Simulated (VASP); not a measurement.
Given:

```
CELL_PARAMETERS angstrom
      0.00000     3.05444     3.05444
      3.05444     0.00000     3.05444
      3.05444     3.05444     0.00000
ATOMIC_POSITIONS crystal
  Ga 0.00000 0.00000 0.00000
  Sb 0.25000 0.25000 0.25000
```

The numbers are results of MS2 meta-GGA, VASP's PBE PAW potentials (set 64) (plane waves; VASP), not measurements. Run with 520 eV cut-off, 8×8×8 Γ-centred mesh, Gaussian smearing of 0.050 eV, potentials Ga_d Sb.

Unless said otherwise, spin-orbit coupling is left out, though it shifts the bands of the heavy elements here.

Task: Predict the energy per atom (σ→0), band gap (on the k-mesh) with the smallest direct gap where there is one.

Result: 
```yaml
band gap (on the k-mesh): 0.37 eV
smallest direct gap (on the k-mesh): 0.37 eV
energy per atom (σ→0): -233.1 kJ/mol-atom
```

Only differences to runs with the same potentials and settings are physical.

The compound is GaSb in the zinc blende structure. It was relaxed first.
